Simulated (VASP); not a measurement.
Consider the following.

```
CELL_PARAMETERS angstrom
      0.00000     3.04893     3.04893
      3.04893     0.00000     3.04893
      3.04893     3.04893     0.00000
ATOMIC_POSITIONS crystal
  Mo 0.75000 0.75000 0.75000
  Mo 0.50000 0.50000 0.50000
  Ru 0.00000 0.00000 0.00000
  Ru 0.25000 0.25000 0.25000
```

The numbers are results of PBE GGA, VASP's PBE PAW potentials (set 64) (plane waves; VASP), not measurements. Settings: 300 eV cut-off, 8×8×8 Γ-centred mesh, Gaussian smearing of 0.10 eV, potentials Mo_sv Ru_pv.

At this cut-off the stress carries a Pulay error, which pulls relaxed volumes low.

Question: Give the stress tensor in GPa (positive for a compressed cell).

Answer: 
```
16.31   0.00   0.00
 0.00  16.31   0.00
 0.00   0.00  16.31
```
The pressure is its mean diagonal, 16.31 GPa.

The structure was generated: MoRu was put into an ordered model structure, which need not be its known phase. The cell was not relaxed at this level.
